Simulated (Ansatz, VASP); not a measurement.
# AlGaN2 ([0001] superlattice of 1 + 1 bilayers (invented)) in two plane-wave programs, part 3 of 3

Aim: how closely do two programs agree when they are given the same cell, functional and k mesh? The cell is generated by rule, not measured, and may not be a known phase. The cell is taken from a series of runs on this material, whose earlier steps may have relaxed, scaled, displaced or heated it; both programs get it as it stands.

VASP 6.6.1 and Ansatz 0.2.0.

So far: VASP: relaxation of cell and atoms, r2SCAN, pair 1; Ansatz: relaxation of cell and atoms, r2SCAN, pair 1; Comparison; Ansatz: relaxation of cell and atoms, r2SCAN, pair 2; VASP: relaxation of cell and atoms, r2SCAN, pair 2; Differences.

## 8. VASP: relaxation of cell and atoms, r2SCAN, pair 3

Level of this step: r2SCAN; plane waves and PAW (Ga_d, Al, N); invented cell (VASP).

The relaxed volume is the usual yardstick between codes: in a stiff, nearly cubic crystal its relative difference is about their pressure difference at one cell divided by the bulk modulus.

The input, INCAR:

```
SYSTEM = AlGaN2
PREC = Accurate
ENCUT = 660
EDIFF = 1E-07
NELM = 120
ISMEAR = 0
SIGMA = 0.02
LREAL = .FALSE.
ALGO = Normal
METAGGA = R2SCAN
LASPH = .TRUE.
NBANDS = 19
LORBIT = 11
LWAVE = .FALSE.
LCHARG = .FALSE.
ISIF = 3
IBRION = 2
NSW = 80
EDIFFG = -0.005
GGA_COMPAT = .FALSE.
NELMIN = 4
EFERMI = MIDGAP
LMIXTAU = .TRUE.
KPAR = 2
```

The input, POSCAR:

```
AlGaN2
1.0
    3.1429790000      0.0000000000      0.0000000000
   -1.5714890000      2.7218990000      0.0000000000
    0.0000000000      0.0000000000      5.0934270000
Ga Al N
1 1 2
Direct
    0.3333333497      0.6666669116      0.9995397990
    0.6666665158      0.3333334558      0.4975375126
    0.3333333497      0.6666669116      0.3842198975
    0.6666665158      0.3333334558      0.8687027418
```

The input, KPOINTS:

```
Automatic mesh
0
Gamma
9 9 4
0 0 0
```

Potentials, in the order of the species: Ga_d, Al and N (PBE family, release 64).

Run with:

```
$ mpirun -np 2 vasp_std
```

Numbers of over 12 decimals in the logs are rounded to 6 here.

What it wrote:

```text
[... set-up lines as in an earlier step ...]
 entering main loop
       N       E                     dE             d eps       ncg     rms          rms(c)
DAV:   1     0.207864620442E+03    0.20786E+03   -0.15246E+04  1658   0.246E+03
DAV:   2    -0.224101141800E+02   -0.23027E+03   -0.21908E+03  1829   0.514E+02
DAV:   3    -0.494408148026E+02   -0.27031E+02   -0.26418E+02  1894   0.146E+02
DAV:   4    -0.504099434059E+02   -0.96913E+00   -0.96644E+00  2200   0.285E+01
[...]
DAV:  24    -0.411035003987E+02    0.10883E-06   -0.11514E-08   928   0.117E-03    0.143E-04
DAV:  25    -0.411035005357E+02   -0.13707E-06   -0.10575E-09   901   0.472E-04    0.754E-05
DAV:  26    -0.411035005357E+02    0.32742E-10   -0.33472E-10   892   0.420E-04
   1 F= -.41103501E+02 E0= -.41103501E+02  d E =-.411035E+02
[... from here on, the cycles between the ionic steps are left out ...]
   2 F= -.41103659E+02 E0= -.41103659E+02  d E =-.158957E-03
   3 F= -.41103807E+02 E0= -.41103807E+02  d E =-.306947E-03
   4 F= -.41103807E+02 E0= -.41103807E+02  d E =-.306885E-03
   5 F= -.41103825E+02 E0= -.41103825E+02  d E =-.174447E-04
   6 F= -.41103827E+02 E0= -.41103827E+02  d E =-.198559E-04
[...]
reached required accuracy - stopping structural energy minimisation
```

OUTCAR, selected parts (step 8):

```text
  Total        0.0054434      0.0054434     -0.0097545      0.0000000      0.0000000     -0.0000000
  in kB        0.1997514      0.1997513     -0.3579567      0.0000000      0.0000000     -0.0000000
  external PRESSURE =       0.0138487 kB  Pullay stress =       0.0000000 kB

 POSITION                                       TOTAL-FORCE (eV/Angst)
 -----------------------------------------------------------------------------------
      0.00000      1.81570      5.09421         0.000000      0.000000     -0.002488
      1.57244      0.90785      2.53501         0.000000      0.000000     -0.002501
      0.00000      1.81570      1.96205        -0.000000      0.000000      0.001344
      1.57244      0.90785      4.42653        -0.000000     -0.000000      0.003646
 -----------------------------------------------------------------------------------
    total drift:                                0.000635     -0.000823      0.002252

  FREE ENERGIE OF THE ION-ELECTRON SYSTEM (eV)
  ---------------------------------------------------
  free  energy   TOTEN  =       -41.1038272768 eV

  energy  without entropy=      -41.1038272768  energy(sigma->0) =      -41.10382728

[... 2 parts as in an earlier step ...]

[... 2 further parts left out ...]
[key lines of the parts left out:]
E-fermi :   7.2230
```

## 9. Ansatz: relaxation of cell and atoms, r2SCAN, pair 3

The same cell, functional, mesh and smearing now go to Ansatz.

The cell is taken from a series of runs on this material, whose earlier steps may have relaxed, scaled, displaced or heated it; both programs get it as it stands.

The input, input.yaml:

```yaml
crystal:
  lattice:
    - [3.1429787056, 0.0, 0.0]
    - [-1.5714893528, 2.7218994026, 0.0]
    - [0.0, 0.0, 5.0934270629]
  atoms:
    - { symbol: Ga, position: [0.3333333333, 0.6666666667, -0.0004601556] }
    - { symbol: Al, position: [0.6666666667, 0.3333333333, 0.4975375422] }
    - { symbol: "N", position: [0.3333333333, 0.6666666667, 0.3842199801] }
    - { symbol: "N", position: [0.6666666667, 0.3333333333, 0.8687026333] }
kpoints:
  mp_grid: { grid: [9, 9, 4] }
hamiltonian:
  xc: r2scan
  pseudopotentials: { kind: paw, azcp: { folder: soft_1 } }
scf:
  occupations: { method: gaussian, width: 0.02 }
output:
  forces: true
  stress: true
  eigenvalues: true
  write_density: true
  write_potential: true
  elf: true
  volumetric_format: npy
basis:
  ecutwfc: 600.0
relax:
  adjacent_minimum: "off"
  f_tol: 0.005
  max_steps: 80
  cell: { stress_tol: 0.05 }
```

Run with:

```
$ ansatz run input.yaml --threads 4 --pin off --max-ram 9216MiB --backend cpu --events-out ev --progress --plain --runs-dir out
```

What it wrote:

```text
[...]
Crystal: 4 atoms, lattice volume = 43.574 Å³
Basis set: ecut = 600 eV, 1437 PW (Γ), exchange–correlation on 108×108×180 points (64 copies of the dense FFT grid, shifted against one another)
Bands: 17, of which v1, the nominal top of the filled ones, is band 13 counted from 1 (12 counted from 0)
Symmetry: 6 space group operations
[...]
--- Relaxed structure (5 steps of the walk, 5 accepted, 1 SCFs on fresh bases) ---
[...]
cell:  # Å, volume = 43.5788 Å³
    - [3.143409, 0.0, 0]
    - [-1.571704, 2.722272, 0]
    - [0, 0, 5.092640]
  atoms:
    - { symbol: Ga, position: [0.333333, 0.666667, -0.000748137] }
    - { symbol: Al, position: [0.666667, 0.333333, 0.497270] }
    - { symbol: N, position: [0.333333, 0.666667, 0.384446] }
    - { symbol: N, position: [0.666667, 0.333333, 0.869032] }
[key lines of the parts left out:]
SCF converged after 3 iterations
Free energy (F): -5104.849173 eV
Fermi energy:    10.002357 eV
P = ⅓ Tr σ = -0.0080 GPa (-0.080 kbar)
```

## 10. Differences

Compared:

```csv
quantity,Ansatz,VASP,difference
volume (Å³),43.58,43.66,-0.19 %
"edge a after relaxation, in the typed setting (Å)",3.143,3.145,-0.05 %
"edge c after relaxation, in the typed setting (Å)",5.093,5.097,-0.09 %
```

## 11. Results

```
difference in volume (relaxation of cell and atoms, r2SCAN, pair 1) : -0.19 %
difference in volume (relaxation of cell and atoms, r2SCAN, pair 2) : -0.20 %
difference in volume (relaxation of cell and atoms, r2SCAN, pair 3) : -0.19 %
```

In words: The difference in volume is -0.20 % (relaxation of cell and atoms, r2SCAN, pair 2), within the 1.2 % picked in this series as the mark of a large difference, as far as the stopping tolerances let one tell. How closely two codes agree says nothing of how well the functional describes the real material.

[Lines on the potential files, build, host, timing and source positions are cut from VASP's logs without a mark.]

[Logs are printed without paths, hosts, clocks, repeated set-up lines and the standing remarks that a program may print on its own settings, such as how far it seeks lower states.]

[Hosts, paths, dates, database ids (printed as entryN), source tags and the programs' standing remarks are cut or masked in the printed files.]
